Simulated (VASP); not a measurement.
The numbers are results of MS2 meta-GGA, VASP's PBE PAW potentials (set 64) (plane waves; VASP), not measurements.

VASP ran on this input.

**KPOINTS_OPT**
```
k-points along high-symmetry lines
6
Line-mode
Reciprocal
  0.000000   0.000000   0.000000 ! GAMMA
 -0.000000   0.500000   0.000000 ! M

 -0.000000   0.500000   0.000000 ! M
 -0.333333   0.666667   0.000000 ! K

 -0.333333   0.666667   0.000000 ! K
  0.000000   0.000000   0.000000 ! GAMMA

  0.000000   0.000000   0.000000 ! GAMMA
  0.000000   0.000000   0.500000 ! A

  0.000000   0.000000   0.500000 ! A
 -0.000000   0.500000   0.500000 ! L

 -0.000000   0.500000   0.500000 ! L
 -0.333333   0.666667   0.500000 ! H

 -0.333333   0.666667   0.500000 ! H
  0.000000   0.000000   0.500000 ! A

 -0.000000   0.500000   0.500000 ! L
 -0.000000   0.500000   0.000000 ! M

 -0.333333   0.666667   0.500000 ! H
 -0.333333   0.666667   0.000000 ! K
```

**POSCAR**
```
Cd
1
    1.4865529227    -2.5747854848     0.0000000000
    1.4865529227     2.5747854848     0.0000000000
    0.0000000000     0.0000000000     5.4892192843
Cd
2
Direct
  0.3333330000   0.6666670000   0.2500000000
  0.6666670000   0.3333330000   0.7500000000
```

### KPOINTS
```
Automatic mesh
0
Gamma
16 16 8
0 0 0
```

**INCAR**
```
EDIFF = 1E-7
LREAL = .FALSE.   ! projection in real space or not
LMIXTAU = .TRUE.
ISMEAR = -5   ! tetrahedra, Bloechl
LWAVE = .FALSE.
ALGO = Normal   ! blocked Davidson
LMAXMIX = 4   ! l cut-off of mixed one-centre charges
LCHARG = .FALSE.
LASPH = .TRUE.   ! aspherical one-centre terms
NEDOS = 601
ISIF = 2   ! forces and stress, cell fixed
SYSTEM = Cd
PREC = Accurate
METAGGA = MS2
LORBIT = 11   ! lm-projected
ENCUT = 520
NELM = 100
```

POTCAR, in this order: Cd (PBE.64 set). Program: vasp_std.

What VASP printed:

OSZICAR:
```
       N       E                     dE             d eps       ncg     rms          rms(c)
DAV:   1     0.149346011002E+03    0.14935E+03   -0.12136E+04  4800   0.140E+03
DAV:   2    -0.182002652112E+02   -0.16755E+03   -0.16266E+03  4832   0.353E+02
DAV:   3    -0.217307571460E+02   -0.35305E+01   -0.35228E+01  6168   0.614E+01
DAV:   4    -0.217359394179E+02   -0.51823E-02   -0.51824E-02  5376   0.216E+00
DAV:   5    -0.217359485887E+02   -0.91708E-05   -0.91733E-05  6248   0.872E-02    0.185E+01
DAV:   6    -0.170612048375E+01    0.20030E+02   -0.57157E+01  4800   0.119E+02    0.939E+00
DAV:   7     0.382476350350E+01    0.55309E+01   -0.30439E+00  4848   0.177E+01    0.711E+00
DAV:   8    -0.237788107123E+01   -0.62026E+01   -0.16210E+01  4912   0.436E+01    0.912E+00
DAV:   9     0.457490187880E+01    0.69528E+01   -0.82197E+00  4832   0.309E+01    0.205E+00
DAV:  10     0.460974410659E+01    0.34842E-01   -0.96112E-02  5416   0.354E+00    0.257E+00
DAV:  11     0.430570784590E+01   -0.30404E+00   -0.21929E-01  4848   0.574E+00    0.401E+00
DAV:  12     0.425465161827E+01   -0.51056E-01   -0.11742E-01  4968   0.403E+00    0.344E+00
DAV:  13     0.425558692739E+01    0.93531E-03   -0.62630E-03  5528   0.915E-01    0.310E+00
DAV:  14     0.426032103662E+01    0.47341E-02   -0.11701E-03  5360   0.447E-01    0.277E+00
DAV:  15     0.425879328430E+01   -0.15278E-02   -0.37135E-03  4848   0.776E-01    0.220E+00
DAV:  16     0.425988473907E+01    0.10915E-02   -0.36391E-04  4952   0.258E-01    0.191E+00
DAV:  17     0.426019267895E+01    0.30794E-03   -0.73767E-04  5056   0.353E-01    0.136E+00
DAV:  18     0.426053286686E+01    0.34019E-03   -0.35466E-04  5000   0.257E-01    0.677E-01
DAV:  19     0.426044239553E+01   -0.90471E-04   -0.53652E-04  5120   0.306E-01    0.221E-01
DAV:  20     0.426045224183E+01    0.98463E-05   -0.28164E-05  5240   0.694E-02    0.777E-02
DAV:  21     0.426039084241E+01   -0.61399E-04   -0.42309E-05  4904   0.858E-02    0.711E-03
DAV:  22     0.426040782525E+01    0.16983E-04   -0.33378E-06  5064   0.230E-02    0.774E-03
DAV:  23     0.426039852495E+01   -0.93003E-05   -0.12256E-06  5528   0.140E-02    0.268E-03
DAV:  24     0.426040512522E+01    0.66003E-05   -0.13731E-07  3848   0.469E-03    0.130E-03
DAV:  25     0.426040425739E+01   -0.86784E-06   -0.68752E-08  2672   0.324E-03    0.121E-03
DAV:  26     0.426040555617E+01    0.12988E-05   -0.78424E-09  2608   0.939E-04    0.900E-04
DAV:  27     0.426040564210E+01    0.85937E-07   -0.68610E-09  2552   0.103E-03
   1 F= 0.42604056E+01 E0= 0.42604056E+01  d E =0.000000E+00
       N       E                     dE             ncg
```

File OUTCAR:
```
------------------------ aborting loop because EDIFF is reached ----------------------------------------
  FORCE on cell =-STRESS in cart. coord.  units (eV):
  Direction    XX          YY          ZZ          XY          YZ          ZX
  --------------------------------------------------------------------------------------
  Total        0.0690386      0.0690386     -0.1062328      0.0000000      0.0000000     -0.0000000
  in kB        2.6323311      2.6323317     -4.0504867      0.0000000      0.0000000     -0.0000000
  external PRESSURE =       0.4047254 kB  Pullay stress =       0.0000000 kB
  volume of cell :       42.02
      direct lattice vectors                 reciprocal lattice vectors
     1.486552923 -2.574785485  0.000000000     0.336348604 -0.194190935  0.000000000
     1.486552923  2.574785485  0.000000000     0.336348604  0.194190935  0.000000000
     0.000000000  0.000000000  5.489219284     0.000000000  0.000000000  0.182175269
 POSITION                                       TOTAL-FORCE (eV/Angst)
 -----------------------------------------------------------------------------------
      1.48655      0.85826      1.37230         0.000000     -0.000000      0.000000
      1.48655     -0.85826      4.11691        -0.000000      0.000000      0.000000
 -----------------------------------------------------------------------------------
    total drift:                                0.000000      0.000189      0.000002
  FREE ENERGIE OF THE ION-ELECTRON SYSTEM (eV)
  ---------------------------------------------------
  free  energy   TOTEN  =         4.2604056421 eV

  energy  without entropy=        4.2604056421  energy(sigma->0) =        4.26040564

 total charge

# of ion       s       p       d       tot
------------------------------------------
    1        0.516   0.329   9.465  10.310
    2        0.516   0.329   9.465  10.310
--------------------------------------------------
tot          1.033   0.657  18.929  20.619
```
(Selected blocks of OUTCAR.)

For a metal the tetrahedron method with Blöchl corrections gives inexact stress and forces.

The compound is Cd in the hcp structure. It was relaxed first.
